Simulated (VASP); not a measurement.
VASP runs on MnSi (space group P2_13) share one base input (PBE GGA, plane waves, VASP's PBE PAW potentials (set 64)) and change the settings named in each case.

### POSCAR
```
MnSi
1
    4.4389590000     0.0000000000     0.0000000000
    0.0000000000     4.4389590000     0.0000000000
    0.0000000000     0.0000000000     4.4389590000
Mn Si
4 4
Direct
  0.3635400000   0.1364600000   0.8635400000
  0.1364600000   0.8635400000   0.3635400000
  0.8635400000   0.3635400000   0.1364600000
  0.6364600000   0.6364600000   0.6364600000
  0.6542200000   0.8457800000   0.1542200000
  0.8457800000   0.1542200000   0.6542200000
  0.1542200000   0.6542200000   0.8457800000
  0.3457800000   0.3457800000   0.3457800000
```

KPOINTS:
```
Automatic mesh
0
Gamma
8 8 8
0.5 0.5 0.5
```

INCAR:
```
ALGO = Normal
EDIFF = 1E-6
ENCUT = 300
GGA = PE
ISIF = 2
ISMEAR = -1
ISPIN = 2
LASPH = .True.
LCHARG = .False.
LMAXMIX = 4
LORBIT = 11
LREAL = .False.
LWAVE = .False.
NELM = 100
PREC = Accurate
SIGMA = 0.1
SYSTEM = MnSi
```

POTCAR, in this order: Mn_pv Si (PBE.64 set). Program: vasp_std. The INCAR's line for the spin-polarised start is left out here.

```csv
change,E(σ→0) (eV/atom),pressure (GPa),largest force (eV/Å),moment (μB),−TS (eV)
base run,-7.6523,11.51,0.246,3.36,-0.1877
"EDIFF = 1E-09, ENCUT = 420, KPOINTS 11×11×11 Γ-centred mesh shifted by (0.5, 0.5, 0.5)",-7.6548,(withheld),(withheld),(withheld),(withheld)
"ENCUT = 180, KPOINTS 1×1×1 Γ-centred mesh shifted by (0.5, 0.5, 0.5)",-6.8017,-206.36,1.871,11.95,-0.0311
"GGA removed, SIGMA = 0.272, KPOINTS 4×4×4 Γ-centred mesh shifted by (0.5, 0.5, 0.5), POTCAR Mn_pv Si (LDA.64 set)",-8.6008,-0.98,0.182,0.00,-1.7753
"ENCUT = 150, ISPIN removed, the spin start removed",-2.1574,-667.77,0.554,-,-0.2895
"ENCUT = 210, GGA removed, ISPIN removed, the spin start removed, KPOINTS 4×4×4 Γ-centred mesh shifted by (0.5, 0.5, 0.5), POTCAR Mn_pv Si (LDA.64 set)",-8.3085,-84.79,0.117,-,-0.2958
```

### Question
Fill in the missing entries.

### Answer

- EDIFF = 1E-09, ENCUT = 420, KPOINTS 11×11×11 Γ-centred mesh shifted by (0.5, 0.5, 0.5), pressure (GPa): 11.44
- EDIFF = 1E-09, ENCUT = 420, KPOINTS 11×11×11 Γ-centred mesh shifted by (0.5, 0.5, 0.5), largest force (eV/Å): 0.249
- EDIFF = 1E-09, ENCUT = 420, KPOINTS 11×11×11 Γ-centred mesh shifted by (0.5, 0.5, 0.5), moment (μB): 3.37
- EDIFF = 1E-09, ENCUT = 420, KPOINTS 11×11×11 Γ-centred mesh shifted by (0.5, 0.5, 0.5), −TS (eV): -0.1867

Energies of different potentials or functionals have different zeros.  The run has a spin-polarised start. At 300 eV the pressure can carry a Pulay error.

Left out are runs that ran out of time, are held back, or changed the cell or the kind of run, fixed moments of cells without a moment, rows past the twelfth, gaps on odd meshes, pressures of charged cells and columns that move by less than the noise.

The structure comes from a computed database's MnSi entry; how it stands against other phases isn't given here. The cell was not relaxed at this level, forces remain on its atoms, its lattice was scaled by up to 2.5 %.
